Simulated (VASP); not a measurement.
All values below come from optB88-vdW, VASP's PBE PAW potentials (set 64) (plane waves; VASP).

VASP ran on this input.

**KPOINTS**
```
kpoints
0
gamma
  10 10 10
```

### POSCAR
```
NiSi2
1.0
  0.0000000000   2.7084301181   2.7084301181
  2.7084301181   0.0000000000   2.7084301181
  2.7084301181   2.7084301181   0.0000000000
Si Ni
2 1
Direct
  0.2500000000   0.2500000000   0.2500000000
  0.7500000000   0.7500000000   0.7500000000
  0.0000000000   0.0000000000   0.0000000000
```

INCAR:
```
! general
SYSTEM  =NiSi2
PREC    =Accurate
ENCUT   =520
LREAL   =.FALSE.
LASPH   =.TRUE.

! electronic loop
EDIFF   =1E-7
NELM    =100
ALGO    =Normal
LMAXMIX =4

! smearing
ISMEAR  =1
SIGMA   =0.1

! functional
GGA     =BO
LUSE_VDW=.TRUE.
AGGAC   =0.0
PARAM1  =0.1833333333
PARAM2  =0.22

! ions
ISIF    =2

! output
LWAVE   =.FALSE.
LCHARG  =.FALSE.
```

POTCAR, in this order: Si Ni (PBE.64 set). Program: vasp_std.

**Question.** What will the output report for the number of irreducible k-points (NKPTS), largest plane-wave count, number of space-group operations, FFT grid (NGX, NGY, NGZ)?

**Answer.** 
The number of irreducible k-points (NKPTS) comes out as 47. The largest plane-wave count comes out as 1090. The number of space-group operations is 48. The FFT grid (NGX, NGY, NGZ) comes out as 28 × 28 × 28.

The compound is NiSi2 in the fluorite structure. This cell is one point of a volume scan, at 0.97 of the reference volume. The run is not spin-polarised, so no magnetic state was tried.
